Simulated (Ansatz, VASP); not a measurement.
# Two plane-wave programs on Al5Sn

```
Al Sn
1.0
     5.55897    0.00000    0.00000
    -2.77949    4.81421    0.00000
     0.00000    0.00000    4.46376
Al Sn
5 1
Cartesian
  -1.3897 2.4071 2.2319
  0.0000 3.2095 0.0000
  2.7795 1.6047 0.0000
  2.7795 0.0000 2.2319
  1.3897 2.4071 2.2319
  0.0000 0.0000 0.0000
```

Change from the starting cell: species swapped into the CeFe5 type (P6/mmm, No. 191).

Alike in both runs: functional PBE; k mesh 6 × 6 × 4; occupations gaussian, width 0.1 eV; no spin polarisation.

Ansatz relaxed the structure, and its values are those at the end. VASP's run is a single point on that final structure, the one shown.

```csv
,VASP,Ansatz
version,VASP 6.6.1,Ansatz 0.2.0
potentials or method,"VASP PAW PBE potentials, release 64 (Al, Sn_d)","scalar-relativistic, plane waves, PAW"
plane-wave cutoff (eV),520,420
valence electrons in the cell,29,29
```

```csv
,VASP,Ansatz,Ansatz less VASP
gap on the k mesh at the Fermi level (eV),none,none,-
pressure (GPa),0.0,0.1,+0.03
```

A gap of «none» marks a metal or a gap that the smearing closes.
